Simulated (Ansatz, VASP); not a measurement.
One calculation of FePb, two programs

File INCAR:

```
ALGO = Normal
EDIFF = 1E-6
ENCUT = 520
GGA = PE
ISIF = 2
ISMEAR = 0
LASPH = T
LCHARG = T
LELF = T
LREAL = F
LVHAR = T
LWAVE = F
NBANDS = 18
NELM = 100
PREC = Accurate
SIGMA = 0.1
```

The input KPOINTS:

```
k-points
0
Gamma
  12 12 12
```

The input POSCAR:

```
FePb
1.0
    3.2320014878      0.0000000000      0.0000000000
    0.0000000000      3.2320014878      0.0000000000
    0.0000000000      0.0000000000      3.2320014878
Fe Pb
1 1
Direct
    0.0000000000      0.0000000000      0.0000000000
    0.5000000000      0.5000000000      0.5000000000
```

Input for Ansatz:

```yaml
crystal:
  lattice:
    - [3.2320014878, 0.0, 0.0]
    - [0.0, 3.2320014878, 0.0]
    - [0.0, 0.0, 3.2320014878]
  atoms:
    - { symbol: Fe, position: [0.0, 0.0, 0.0] }
    - { symbol: Pb, position: [0.5, 0.5, 0.5] }
basis:
  ecutwfc: 420
kpoints:
  mp_grid: { grid: [12, 12, 12] }
hamiltonian:
  xc: pbe
scf:
  occupations: { method: gaussian, width: 0.1 }
  lower_state_search: "off"
output:
  forces: true
  stress: true
  eigenvalues: true
  write_density: true
  write_potential: true
  elf: true
  volumetric_format: npy
```

Alike in both runs: task single point; functional PBE; k mesh 12 × 12 × 12; occupations gaussian, width 0.1 eV; no spin polarisation.

|  | VASP | Ansatz |
| --- | --- | --- |
| version | VASP 6.6.1 | Ansatz 0.2.0 |
| potentials or method | VASP PAW PBE potentials, release 64 (Fe, Pb_d) | scalar-relativistic, plane waves, PAW |
| plane-wave cutoff (eV) | 520 | 420 |
| valence electrons in the cell | 22 | 30 |

VASP gave:

```
gap on the k mesh at the Fermi level (eV) : none
pressure (GPa)                            : 3.1
```

Problem. Which values does Ansatz return?

Solution. gap on the k mesh at the Fermi level (eV): none; pressure (GPa): 3.2.

A gap of «none» marks a metal or a gap that the smearing closes. With one functional, cell and mesh, what is left measures potentials, basis and numerics. The two sets of potentials don't hold the same shells in valence.

The runs have no spin-orbit coupling, so splittings on Pb are missing. Spin polarisation is off, so any magnetic state and its effect on volume and gap are missing.
